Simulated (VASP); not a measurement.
Ta3N:

```
Ta N
1.0
     3.03222    0.00000    0.00000
    -1.51611    2.62598    0.00000
     0.00000    0.00000    7.52414
Ta N
3 1
Direct
  0.66667 0.33333 0.82607
  0.33333 0.66667 0.17393
  0.00000 0.00000 0.50000
  0.00000 0.00000 0.00000
```

The cell comes from a database or a generator and needn't be the stable form of this composition.

* Program: VASP 6.6.1
* Task: relaxation of cell and atoms
* Functional: BLYP
* Dispersion: D4
* Potentials or basis: VASP PAW PBE potentials, release 64 (Ta_pv, N)
* Cutoff: 600 eV
* k mesh: 7 × 7 × 3
* Occupations: fermi-dirac, width 0.05 eV
* Spin: no spin polarisation

At the start: pressure 2.4 GPa; volume 14.98 Å³/atom.

Task: Where does the relaxation end?

Result: Over 13 steps the energy falls by 4.8 meV/atom and the volume is 15.08 Å³/atom (+0.7 %); space group P-3m1 (No. 164, to 0.05 Å).

Step by step:
| step | energy change (eV) | largest force (eV/Å) | pressure (GPa) | volume (Å³) |
| --- | --- | --- | --- | --- |
| 1 | 0.0000 | 0.1015 | 2.36 | 59.91 |
| 2 | 0.0130 | 0.0615 | -5.19 | 61.84 |
| 3 | -0.0062 | 0.0339 | -0.48 | 60.60 |
| 4 | -0.0112 | 0.1104 | -0.42 | 60.58 |
| 5 | -0.0112 | 0.2708 | -0.12 | 60.47 |
| 6 | -0.0151 | 0.2071 | -0.31 | 60.54 |
| 7 | -0.0154 | 0.2373 | -0.26 | 60.52 |
| 8 | -0.0176 | 0.1168 | 0.13 | 60.34 |
| 9 | -0.0176 | 0.1169 | 0.13 | 60.34 |
| 10 | -0.0191 | 0.0067 | -0.31 | 60.42 |
| 11 | -0.0191 | 0.0019 | -0.34 | 60.42 |
| 12 | -0.0190 | 0.0037 | 0.43 | 60.23 |
| 13 | -0.0192 | 0.0006 | 0.00 | 60.33 |

Final structure:
```yaml
crystal:
  lattice:
    - [3.00677, 0.00000, 0.00000]
    - [-1.50339, 2.60394, 0.00000]
    - [0.00000, 0.00000, 7.70614]
  atoms:
    - { symbol: Ta, position: [0.66667, 0.33333, 0.82304] }
    - { symbol: Ta, position: [0.33333, 0.66667, 0.17696] }
    - { symbol: Ta, position: [0.00000, 0.00000, 0.50000] }
    - { symbol: N, position: [0.00000, 0.00000, 0.00000] }
```

Caveat: the PAW data sets were made with another functional, which shifts forces and pressure a little; pairwise dispersion overbinds metals, which lowers pressure and volume.
